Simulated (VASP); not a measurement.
Consider the following.

AsB is taken in the cubic space group F-43m (No. 216), the zinc blende structure, Pearson symbol cF8. Cell: a = b = c = 4.766 Å, α = β = γ = 90.00°. B on 4a sees 4 As at 2.064 Å (tetrahedral). As on 4d is coordinated by 4 B at 2.064 Å (tetrahedral). (Neighbours: up to the widest gap in distance over summed covalent radii, below 1.35, at either atom.)
(The calculation used a cell of 2 atoms; values per cell refer to that cell.)

All values below come from PBE GGA with D4 dispersion, VASP's PBE PAW potentials (set 64) (plane waves; VASP). Numerical set-up: 520 eV cut-off, 10×10×10 Γ-centred mesh, Gaussian smearing of 0.050 eV, potentials B As.

Q: Give the energy at these volumes per atom, relative to the lowest: 12.72, 13.12, 13.53, 13.94, 14.34 Å³.

A: 24.0, 5.7, 0.0, 5.0, 19.1 meV/atom. A third-order Birch-Murnaghan fit gives B0 = 140 GPa and B0′ = 4.2.

Measured: bulk modulus 142 GPa (computed value off by -1.1 %), as given by PMC11618452 (zinc blende boron arsenide), quoting Tian et al.; a 4.777 Å (computed value off by -0.2 %), as given by M J Lucero et al., Journal of Physics Condensed Matter (2012), arXiv:1111.4515. The calculation is for a static lattice, while the measured bulk modulus, a hold thermal and zero-point effects, which are part of the difference.

The compound is BAs in the zinc blende structure. It was relaxed first.
